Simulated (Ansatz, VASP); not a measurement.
## NbNO3 in VASP and in Ansatz

```
Nb N O
1.0
     1.94579   -4.36519    0.00000
     0.00000    2.61626   -3.99953
     5.86934    0.00000    0.00000
Nb N O
2 2 6
Direct
  0.00000 0.00000 0.00000
  0.00000 0.50000 0.50000
  0.50000 0.75000 0.75000
  0.50000 0.25000 0.25000
  0.98600 0.75000 0.75000
  0.50000 0.23600 0.75000
  0.01400 0.26400 0.75000
  0.01400 0.25000 0.25000
  0.50000 0.76400 0.25000
  0.98600 0.73600 0.25000
```

The cell was built by a generator and needn't be a form met in nature.

Alike in both runs: task single point; functional PBE; k mesh 5 × 5 × 5; no spin polarisation.

|  | VASP | Ansatz |
| --- | --- | --- |
| version | VASP 6.6.1 | Ansatz 0.2.0 |
| potentials or method | VASP PAW PBE potentials, release 64 (Nb_sv, N, O) | PAW plane waves |
| plane-wave cutoff (eV) | 520 | 420 |
| occupations | methfessel-paxton of order 1, width 0.0258 eV | cold, width 0.0258 eV |
| valence electrons in the cell | 72 | 72 |

```tsv
	VASP	Ansatz	Ansatz less VASP
gap on the k mesh at the Fermi level (eV)	none	none	-
rms of the force components (eV/Å)	0.319	0.319	-0.0005
```

Atom by atom the forces differ by 0.000 eV/Å (rms over components). A gap of «none» marks a metal or a gap that the smearing closes. Ansatz warned: «structure_snapped_to_symmetry».
